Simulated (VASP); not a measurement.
All values below come from RPBE GGA, VASP's PBE PAW potentials (set 64) (plane waves; VASP).

A VASP calculation is set up with these files.

### INCAR
```
ALGO=Normal
EDIFF=1E-7
ENCUT=520
GGA=RP
ISIF=2
ISMEAR=-5
LASPH=.TRUE.
LCHARG=.TRUE.
LEFG=.TRUE.
LMAXMIX=4
LORBIT=11
LREAL=.FALSE.
LWAVE=.FALSE.
NEDOS=601
NELM=100
PREC=Accurate
SYSTEM=MoS2
```

File KPOINTS:
```
Automatic mesh
0
Gamma
9 9 2
0 0 0
```

POSCAR:
```
MoS2
1
    1.6043962860    -2.7788955961     0.0000000000
    1.6043962860     2.7788955961     0.0000000000
    0.0000000000     0.0000000000    16.1348821200
Mo S
2 4
Direct
  0.3333330000   0.6666670000   0.2500000000
  0.6666670000   0.3333330000   0.7500000000
  0.3333330000   0.6666670000   0.8468495275
  0.6666670000   0.3333330000   0.3468495275
  0.6666670000   0.3333330000   0.1531504725
  0.3333330000   0.6666670000   0.6531504725
```

POTCAR, in this order: Mo_sv S (PBE.64 set). Program: vasp_std.

The run wrote:

OUTCAR:
```
 ion  position               nearest neighbor table
   1  0.333  0.667  0.250-   4 2.42   5 2.42   4 2.42   5 2.42   4 2.42   5 2.42
   2  0.667  0.333  0.750-   3 2.42   6 2.42   3 2.42   6 2.42   3 2.42   6 2.42
   3  0.333  0.667  0.847-   2 2.42   2 2.42   2 2.42
   4  0.667  0.333  0.347-   1 2.42   1 2.42   1 2.42
   5  0.667  0.333  0.153-   1 2.42   1 2.42   1 2.42
   6  0.333  0.667  0.653-   2 2.42   2 2.42   2 2.42
  LATTYP: Found a hexagonal cell.
 ALAT       =     3.2087923237
 C/A-ratio  =     5.0283348040
 Subroutine PRICEL returns:
 Original cell was already a primitive cell.
 Subroutine GETGRP returns: Found 24 space group operations
The static configuration has the point symmetry D_3d.
 The point group associated with its full space group is D_6h.
The dynamic configuration has the point symmetry D_3d.
 Subroutine INISYM returns: Found 24 space group operations
 Subroutine IBZKPT returns following result:
 Found     24 irreducible k-points:

 Following reciprocal coordinates:
            Coordinates               Weight
  0.000000  0.000000  0.000000      1.000000
  0.111111  0.000000  0.000000      6.000000
  0.222222 -0.000000  0.000000      6.000000
  0.333333  0.000000  0.000000      6.000000
  0.444444 -0.000000  0.000000      6.000000
  0.111111  0.111111  0.000000      6.000000
  0.222222  0.111111  0.000000     12.000000
  0.333333  0.111111  0.000000     12.000000
  0.444444  0.111111  0.000000      6.000000
  0.222222  0.222222  0.000000      6.000000
  0.333333  0.222222  0.000000     12.000000
  0.333333  0.333333  0.000000      2.000000
  0.000000  0.000000  0.500000      1.000000
  0.111111  0.000000  0.500000      6.000000
  0.222222 -0.000000  0.500000      6.000000
  0.333333  0.000000  0.500000      6.000000
  0.444444 -0.000000  0.500000      6.000000
  0.111111  0.111111  0.500000      6.000000
...
```

### OSZICAR
```
       N       E                     dE             d eps       ncg     rms          rms(c)
DAV:   1     0.452017773649E+03    0.45202E+03   -0.29102E+04  1720   0.153E+03
DAV:   2    -0.174635265831E+02   -0.46948E+03   -0.46063E+03  1865   0.378E+02
DAV:   3    -0.436036272118E+02   -0.26140E+02   -0.25959E+02  1926   0.791E+01
DAV:   4    -0.443174693575E+02   -0.71384E+00   -0.71220E+00  1912   0.127E+01
DAV:   5    -0.443396524675E+02   -0.22183E-01   -0.22177E-01  1954   0.220E+00    0.324E+01
DAV:   6    -0.421435556430E+02    0.21961E+01   -0.25503E+01  1663   0.260E+01    0.137E+01
DAV:   7    -0.416550057273E+02    0.48855E+00   -0.10444E+01  1672   0.163E+01    0.810E+00
DAV:   8    -0.413207972259E+02    0.33421E+00   -0.16676E+00  2003   0.713E+00    0.252E+00
DAV:   9    -0.413294983087E+02   -0.87011E-02   -0.13809E-01  2023   0.180E+00    0.127E+00
DAV:  10    -0.413187348247E+02    0.10763E-01   -0.67628E-02  1834   0.141E+00    0.339E-01
DAV:  11    -0.413176180412E+02    0.11168E-02   -0.34517E-03  1872   0.341E-01    0.148E-01
DAV:  12    -0.413170024765E+02    0.61556E-03   -0.14941E-03  1882   0.199E-01    0.309E-02
DAV:  13    -0.413168182773E+02    0.18420E-03   -0.42425E-04  1852   0.982E-02    0.367E-02
DAV:  14    -0.413167932905E+02    0.24987E-04   -0.51809E-05  1921   0.411E-02    0.398E-03
DAV:  15    -0.413167905686E+02    0.27219E-05   -0.49023E-06  1780   0.989E-03    0.501E-03
DAV:  16    -0.413167900299E+02    0.53878E-06   -0.16649E-06  1846   0.688E-03    0.234E-03
DAV:  17    -0.413167901204E+02   -0.90587E-07   -0.22790E-07  1398   0.277E-03
   1 F= -.41316790E+02 E0= -.41316790E+02  d E =0.000000E+00
```

**OUTCAR**
```
------------------------ aborting loop because EDIFF is reached ----------------------------------------
  FORCE on cell =-STRESS in cart. coord.  units (eV):
  Direction    XX          YY          ZZ          XY          YZ          ZX
  --------------------------------------------------------------------------------------
  Total       -0.0084831     -0.0084831      0.0421769      0.0000000      0.0000000     -0.0000000
  in kB       -0.0944684     -0.0944684      0.4696843      0.0000000      0.0000000     -0.0000000
  external PRESSURE =       0.0935825 kB  Pullay stress =       0.0000000 kB
  volume of cell :      143.87
      direct lattice vectors                 reciprocal lattice vectors
     1.604396286 -2.778895596  0.000000000     0.311643703 -0.179927595  0.000000000
     1.604396286  2.778895596  0.000000000     0.311643703  0.179927595  0.000000000
     0.000000000  0.000000000 16.134882120     0.000000000  0.000000000  0.061977521
 POSITION                                       TOTAL-FORCE (eV/Angst)
 -----------------------------------------------------------------------------------
      1.60440      0.92630      4.03372        -0.000000      0.000000     -0.000000
      1.60440     -0.92630     12.10116         0.000000     -0.000000     -0.000000
      1.60440      0.92630     13.66382        -0.000000     -0.000000      0.009796
      1.60440     -0.92630      5.59638        -0.000000     -0.000000      0.009796
      1.60440     -0.92630      2.47106        -0.000000     -0.000000     -0.009796
      1.60440      0.92630     10.53851         0.000000     -0.000000     -0.009796
 -----------------------------------------------------------------------------------
    total drift:                                0.000000      0.001750     -0.000028
  FREE ENERGIE OF THE ION-ELECTRON SYSTEM (eV)
  ---------------------------------------------------
  free  energy   TOTEN  =       -41.3167901204 eV

  energy  without entropy=      -41.3167901204  energy(sigma->0) =      -41.31679012

 total charge

# of ion       s       p       d       tot
------------------------------------------
    1        2.282   6.210   3.899  12.391
    2        2.282   6.210   3.899  12.391
    3        1.366   2.341   0.000   3.707
    4        1.366   2.341   0.000   3.707
    5        1.366   2.341   0.000   3.707
    6        1.366   2.341   0.000   3.707
--------------------------------------------------
tot         10.028  21.783   7.797  39.608

 Electric field gradients after diagonalization (V/A^2)
 (convention: |V_zz| > |V_xx| > |V_yy|)
----------------------------------------------------------------------
 ion       V_xx      V_yy      V_zz     asymmetry (V_yy - V_xx)/ V_zz
----------------------------------------------------------------------
   1      39.920    39.916   -79.836       0.000
   2      39.920    39.916   -79.836       0.000
   3      27.725    27.724   -55.450       0.000
   4      27.725    27.724   -55.450       0.000
   5      27.726    27.724   -55.450       0.000
   6      27.726    27.724   -55.450       0.000
```
(Selected blocks of OUTCAR.)

Without a dispersion term in the relaxation, distances and binding between the weakly bound layers, chains or molecules are unreliable, and so is what depends on them.

The compound is MoS2 in the 2H layered structure. It was relaxed first, which changed the volume by +35 %.
